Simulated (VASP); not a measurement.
# A VASP study of SiNi3 (LDA): structure first, properties next, part 7 of 7

What structure does SiNi3 take at this level, and what are its properties? The start is a computed cell from the Materials Project.

VASP 6.6.1, plane waves and PAW; the level of theory is named at each step.

Still holding for the runs below: This run allows spin, but its moments start at zero, where symmetry between the spins tends to hold them, which is where the search above led.

So far. Step 19 (Volume scan with LDA, volume scale 1.06): The pressure falls from -9.32 to -13.19 GPa. The parabola predicted -13.05 GPa, +0.14 GPa off. Step 21 (Fit for LDA): The fit over cells of fixed shape and fractional positions puts the volume +0.22 % from the relaxed one. At a finite cutoff and mesh the minimum of the energy and the zero of the stress don't quite coincide, and the relaxation stops at a threshold. The relaxed cell has a = 3.427 Å (conventional setting).

## 22. Independent-particle dielectric function (LDA)

This step: LDA, zero-moment start; plane waves and PAW (Si, Ni) (VASP 6.6.1).

LOPTICS sums transitions from filled to empty bands. The mesh is finer than in the run before. NBANDS is raised for it.

INCAR

```
SYSTEM = SiNi3
PREC = Accurate
ENCUT = 400
EDIFF = 1E-06
NELM = 100
ISMEAR = 1
SIGMA = 0.2
LREAL = .FALSE.
ALGO = Normal
GGA = CA
NBANDS = 49
ISPIN = 2
MAGMOM = -0 0 0 0
LASPH = .TRUE.
LMAXMIX = 4
LORBIT = 11
LWAVE = .FALSE.
LCHARG = .FALSE.
KPAR = 8
LOPTICS = .TRUE.
NEDOS = 1500
CSHIFT = 0.1
```

POSCAR

```
SiNi3
1.0
    3.4268087615      0.0000000000      0.0000000000
    0.0000000000      3.4268087615      0.0000000000
    0.0000000000      0.0000000000      3.4268087615
Si Ni
1 3
Direct
    0.0000000000      0.0000000000      0.0000000000
    0.0000000000      0.5000000000      0.5000000000
    0.5000000000      0.5000000000      0.0000000000
    0.5000000000      0.0000000000      0.5000000000
```

KPOINTS

```
Automatic mesh
0
Gamma
12 12 12
0 0 0
```

Potentials, in the order of the species: Si and Ni (LDA family, release 64).

Command:

```bash
$ mpirun -np 8 vasp_std
```

Log:

```text
[... set-up lines as in an earlier step ...]
 entering main loop
       N       E                     dE             d eps       ncg     rms          rms(c)
DAV:   1     0.205509371349E+03    0.20551E+03   -0.95206E+03 18432   0.783E+02
DAV:   2    -0.776957308767E+01   -0.21328E+03   -0.18646E+03 16537   0.198E+02
DAV:   3    -0.312999911142E+02   -0.23530E+02   -0.21682E+02 18623   0.666E+01
DAV:   4    -0.318282166069E+02   -0.52823E+00   -0.52642E+00 18782   0.104E+01
DAV:   5    -0.318390088369E+02   -0.10792E-01   -0.10789E-01 22150   0.131E+00    0.213E+01
DAV:   6    -0.312837522332E+02    0.55526E+00   -0.83981E+00 23303   0.530E+01    0.159E+01
DAV:   7    -0.280712141947E+02    0.32125E+01   -0.42385E+00 22006   0.282E+01    0.463E+00
DAV:   8    -0.279394789664E+02    0.13174E+00   -0.76708E-02 24339   0.265E+00    0.113E+00
DAV:   9    -0.279294406675E+02    0.10038E-01   -0.76396E-03 20818   0.447E-01    0.406E-01
DAV:  10    -0.279275286925E+02    0.19120E-02   -0.72097E-04 22400   0.172E-01    0.108E-01
DAV:  11    -0.279275531186E+02   -0.24426E-04   -0.19452E-04 19503   0.615E-02    0.796E-02
DAV:  12    -0.279275597856E+02   -0.66670E-05   -0.49764E-06 24521   0.337E-02    0.345E-02
DAV:  13    -0.279275536179E+02    0.61677E-05   -0.84888E-07 19047   0.197E-02    0.685E-03
DAV:  14    -0.279275535047E+02    0.11315E-06   -0.43950E-07 11882   0.376E-03
   1 F= -.27927554E+02 E0= -.27928822E+02  d E =0.380586E-02  mag=     0.0000
 optical routines
 imaginary and real dielectric function
 recalculating local potential from charge density
 direction            1
 direction            2
 direction            3
```

Elapsed: 43 s, on 8 MPI ranks of AMD EPYC 7R43, shared host; peak memory 3.1 GiB.

OUTCAR, selected parts (step 22):

```text
   k-points           NKPTS =     84   k-points in BZ     NKDIM =     84   number of bands    NBANDS=     49

   NELECT =      34.0000    total number of electrons

 E-fermi :  11.4900

 spin component 1
 k-point     1 :       0.0000    0.0000    0.0000
  band No.  band energies     occupation
    ...
     12      10.5792      1.00000
     13      10.5792      1.00000
     14      10.8369      1.00002
     15      10.8369      1.00002
     16      11.1875      1.02708
     17      11.5334      0.32087
     18      11.5334      0.32087
     19      11.5334      0.32087
     20      16.9684      0.00000
     21      18.2169      0.00000
    ...

 k-point     2 :       0.0833    0.0000    0.0000
  band No.  band energies     occupation
    ...
     12      10.6434      1.00000
     13      10.6434      1.00000
     14      10.8387      1.00002
     15      10.8585      1.00004
     16      11.1496      1.01845
     17      11.5335      0.32050
     18      11.7102     -0.03267
     19      11.7102     -0.03267
     20      17.1531      0.00000
     21      18.1919      0.00000
    ...

  Total        0.0192368      0.0192368      0.0192368     -0.0000000      0.0000000      0.0000000
  in kB        0.7659012      0.7659012      0.7659012     -0.0000000      0.0000000      0.0000000
  external PRESSURE =       0.7659012 kB  Pullay stress =       0.0000000 kB

  FREE ENERGIE OF THE ION-ELECTRON SYSTEM (eV)
  ---------------------------------------------------
  free  energy   TOTEN  =       -27.9275535047 eV

  energy  without entropy=      -27.9313593686  energy(sigma->0) =      -27.92882213

 plasma frequency squared (from intraband transitions) (eV^2)
  --------------------------------------------------------------------------------------
       3.177       0.000      -0.000
       0.000       3.177       0.000
      -0.000       0.000       3.177

 magnetization (x)
# of ion       s       p       d       tot
------------------------------------------
    1        0.000   0.000   0.000   0.000
    2        0.000   0.000  -0.000  -0.000
    3        0.000   0.000  -0.000  -0.000
    4        0.000   0.000  -0.000  -0.000
--------------------------------------------------
tot          0.000   0.000  -0.000  -0.000

[... 8 parts as in an earlier step ...]

[... 12 further parts left out ...]
```

These are independent-particle spectra without excitons or local fields. Fine structure and low peaks depend on the mesh and on CSHIFT. The intraband (Drude) part is not in this spectrum.

Numbers from this step:

```
bands                   : 49
irreducible k-points    : 84
free energy (TOTEN)     : -27.93 eV
energy at zero smearing : -27.93 eV
Fermi energy            : 11.49 eV
pressure                : 0.07659 GPa
```

The imaginary dielectric function, xx has structure finer than the step of the table below, so its rows give means over 1 eV, whole bins alone (the curve runs from 0 to 25.0 eV). Peaks (eV: height): 1.2: 67.0.

Imaginary dielectric function, xx against photon energy; means over each step:

```csv
photon energy (eV),"imaginary dielectric function, xx"
1,49.9
2,32.0
3,10.5
4,7.48
5,8.64
6,7.94
7,6.67
8,5.58
9,4.38
10,4.38
11,3.69
12,2.53
13,2.15
14,1.93
15,1.73
16,1.59
17,1.20
18,0.984
19,0.820
20,0.710
21,0.632
22,0.688
23,0.667
24,0.735
```

The real dielectric function, xx by photon energy:

```csv
photon energy (eV),"real dielectric function, xx"
0.0,69.1
0.5,63.2
1.0,51.7
1.5,-0.969
2.0,-8.73
2.5,-10.2
3.0,-4.35
3.5,-0.745
4.0,0.312
4.5,2.92
5.0,1.11
5.5,0.605
6.0,1.02
6.5,-0.461
7.0,-1.26
7.5,-0.719
8.0,-0.776
8.5,-1.48
9.0,-1.02
9.5,-0.681
10.0,-0.471
10.5,-1.57
11.0,-1.40
11.5,-1.72
12.0,-1.76
12.5,-1.13
13.0,-0.743
13.5,-0.870
14.0,-1.05
14.5,-0.754
15.0,-0.573
15.5,-0.689
16.0,-0.705
16.5,-0.762
17.0,-0.652
17.5,-0.566
18.0,-0.466
18.5,-0.408
19.0,-0.305
19.5,-0.208
20.0,-0.154
20.5,-0.0814
21.0,0.124
21.5,0.121
22.0,0.219
22.5,0.141
23.0,0.251
23.5,0.276
24.0,0.288
24.5,0.288
```

## 23. Bands along the symmetry lines (LDA) with a changed input

Levels along the symmetry lines show where the bands peak and cross; KPOINTS_OPT computes them in the converged potential. Some settings are moved from the usual, to see what they do.

INCAR

```
SYSTEM = SiNi3
PREC = Medium
ENCUT = 400
EDIFF = 1E-06
NELM = 100
ISMEAR = 1
SIGMA = 0.2
LREAL = .FALSE.
ALGO = Normal
GGA = CA
NBANDS = 33
ISPIN = 2
MAGMOM = -0 0 0 0
LASPH = .TRUE.
LMAXMIX = 4
LORBIT = 11
LWAVE = .FALSE.
LCHARG = .FALSE.
KPAR = 8
```

POSCAR is that of step 22.

KPOINTS

```
Automatic mesh
0
Gamma
8 8 8
0 0 0
```

KPOINTS_OPT

```
Line mode
16
Line-mode
Reciprocal
  0.00000000   0.00000000   0.00000000 GAMMA
  0.00000000   0.50000000   0.00000000 X

  0.00000000   0.50000000   0.00000000 X
  0.50000000   0.50000000   0.00000000 M

  0.50000000   0.50000000   0.00000000 M
  0.00000000   0.00000000   0.00000000 GAMMA

  0.00000000   0.00000000   0.00000000 GAMMA
  0.50000000   0.50000000   0.50000000 R

  0.50000000   0.50000000   0.50000000 R
  0.00000000   0.50000000   0.00000000 X

  0.50000000   0.50000000   0.00000000 M
  0.50000000   0.50000000   0.50000000 R
```

Command:

```bash
$ mpirun -np 8 vasp_std
```

Log:

```text
[... set-up lines as in an earlier step ...]
 entering main loop
       N       E                     dE             d eps       ncg     rms          rms(c)
DAV:   1     0.186088672740E+03    0.18609E+03   -0.11755E+04  4860   0.116E+03
DAV:   2    -0.167710184642E+02   -0.20286E+03   -0.18426E+03  4648   0.253E+02
DAV:   3    -0.315672312899E+02   -0.14796E+02   -0.14027E+02  5317   0.794E+01
DAV:   4    -0.318327240363E+02   -0.26549E+00   -0.26496E+00  5185   0.109E+01
DAV:   5    -0.318397781202E+02   -0.70541E-02   -0.70532E-02  5758   0.154E+00    0.213E+01
DAV:   6    -0.311992075463E+02    0.64057E+00   -0.17412E+01  5581   0.786E+01    0.159E+01
DAV:   7    -0.280626670781E+02    0.31365E+01   -0.71261E+00  5748   0.432E+01    0.461E+00
DAV:   8    -0.279375587093E+02    0.12511E+00   -0.16654E-01  6647   0.395E+00    0.118E+00
DAV:   9    -0.279269981040E+02    0.10561E-01   -0.88453E-03  6594   0.708E-01    0.425E-01
DAV:  10    -0.279249756304E+02    0.20225E-02   -0.70567E-04  5377   0.249E-01    0.120E-01
DAV:  11    -0.279250049783E+02   -0.29348E-04   -0.22533E-04  5404   0.933E-02    0.723E-02
DAV:  12    -0.279250059781E+02   -0.99983E-06   -0.10645E-05  6111   0.457E-02    0.308E-02
DAV:  13    -0.279250019103E+02    0.40678E-05   -0.94302E-07  4909   0.162E-02    0.672E-03
DAV:  14    -0.279250014849E+02    0.42545E-06   -0.43369E-07  2742   0.854E-03
   1 F= -.27925001E+02 E0= -.27925385E+02  d E =0.114954E-02  mag=     0.0000
 Start KPOINTS_OPT (optional k-point list driver)
k-point batch [1-35\96]
       N       E                     dE             ncg
DAV:   1     0.176204316282E+05   -0.82796E+04     4892
DAV:   2     0.105600766300E+05   -0.70604E+04     4677
DAV:   3     0.100512177043E+05   -0.50886E+03     5206
DAV:   4     0.100421043117E+05   -0.91134E+01     5150
DAV:   5     0.100418242833E+05   -0.28003E+00     6213
DAV:   6     0.100418147854E+05   -0.94979E-02     5774
DAV:   7     0.100418145640E+05   -0.22145E-03     6281
DAV:   8     0.100418145610E+05   -0.29825E-05     3723
DAV:   9     0.100418145609E+05   -0.87652E-07     3300
[...]
k-point batch [71-96\96]
       N       E                     dE             ncg
DAV:   1     0.248069660267E+05   -0.16803E+05     3672
DAV:   2     0.197608006301E+05   -0.50462E+04     3473
DAV:   3     0.194020160789E+05   -0.35878E+03     4093
DAV:   4     0.193957241726E+05   -0.62919E+01     3862
DAV:   5     0.193955178606E+05   -0.20631E+00     4603
DAV:   6     0.193955091929E+05   -0.86676E-02     4523
DAV:   7     0.193955090477E+05   -0.14526E-03     4631
DAV:   8     0.193955090470E+05   -0.63776E-06     2863
```

Run time: 16 s. Hardware: 8 MPI ranks; peak memory 1.3 GiB.

OUTCAR, selected parts (step 23):

```text
   NELECT =      34.0000    total number of electrons

 E-fermi :  11.4805

 spin component 1
 k-point     1 :       0.0000    0.0000    0.0000
  band No.  band energies     occupation
    ...
     12      10.5798      1.00000
     13      10.5798      1.00000
     14      10.8346      1.00002
     15      10.8346      1.00002
     16      11.1855      1.02875
     17      11.5307      0.29456
     18      11.5307      0.29456
     19      11.5307      0.29456
     20      16.9680      0.00000
     21      18.2163      0.00000
    ...

 k-point     2 :       0.1250    0.0000    0.0000
  band No.  band energies     occupation
    ...
     12      10.6491      1.00000
     13      10.6491      1.00000
     14      10.8287      1.00002
     15      10.8377      1.00003
     16      11.1013      1.01102
     17      11.5310      0.29372
     18      11.9344     -0.00304
     19      11.9344     -0.00304
     20      17.2671      0.00000
     21      18.1605      0.00000
    ...

  Total       -0.0091209     -0.0091209     -0.0091209     -0.0000000      0.0000000     -0.0000000
  in kB       -0.3631454     -0.3631454     -0.3631454     -0.0000000      0.0000000     -0.0000000
  external PRESSURE =      -0.3631454 kB  Pullay stress =       0.0000000 kB

 POSITION                                       TOTAL-FORCE (eV/Angst)
 -----------------------------------------------------------------------------------
      0.00000      0.00000      0.00000         0.000000      0.000000      0.000000
      0.00000      1.71340      1.71340         0.000000      0.000000      0.000000
      1.71340      1.71340      0.00000         0.000000      0.000000      0.000000
      1.71340      0.00000      1.71340         0.000000      0.000000      0.000000
 -----------------------------------------------------------------------------------
    total drift:                                0.000000      0.000000      0.000000

  FREE ENERGIE OF THE ION-ELECTRON SYSTEM (eV)
  ---------------------------------------------------
  free  energy   TOTEN  =       -27.9250014849 eV

  energy  without entropy=      -27.9261510291  energy(sigma->0) =      -27.92538467

[... 9 parts as in an earlier step ...]

[... 9 further parts left out ...]
```

The run converged, and its energy and pressure stay near those of the sound run.

Against the sound run on this cell (bands along the symmetry lines (LDA)) the energy at zero smearing moves by +0.1 meV an atom and the pressure by -0.06 GPa.

Settings moved from the usual: PREC = Medium.

PREC = Medium changes the FFT grids.

## 24. Outcome

- relaxed volume: 10.06 Å³/atom
- relaxed conventional cell a, b, c: 3.427, 3.427, 3.427 Å
- space group after relaxing, within 0.02 Å: Pm-3m (No. 221)
- moment of the cell: 0 μB
- band gap: none, a metal
- DOS at the Fermi level: 2.34 states/eV/cell
- bulk modulus from the fit: 258 GPa
- volume from the fit: 10.1 Å³/atom

**Reading.** With LDA, SiNi3 relaxes to 10.06 Å³/atom in space group Pm-3m (held by the symmetry of the run), comes out as a metal and has a bulk modulus of 258 GPa. At LDA the magnetic starts gave no state below the non-magnetic one; other levels were not tested for magnetism. Bands along the symmetry lines (LDA): Of the bands kept, 3 cross the Fermi level on this path. No search among competing phases was made, and a listed structure need not be the one stable at ambient conditions. All values are for a static lattice at zero temperature.

[Lines on the potential files, build, host, timing and source positions are cut from VASP's logs without a mark.]

[Logs are printed without paths, hosts, clocks, repeated set-up lines and the standing remarks that a program may print on its own settings, such as how far it seeks lower states.]

[Hosts, paths, dates, database ids (printed as entryN), source tags and the programs' standing remarks are cut or masked in the printed files.]

[A measured line is paired with the nearest computed mode of its activity, which favours agreement.]

[In band tables of VASP the shares of atoms and orbitals are scaled to a sum of 1 inside the atoms' spheres.]
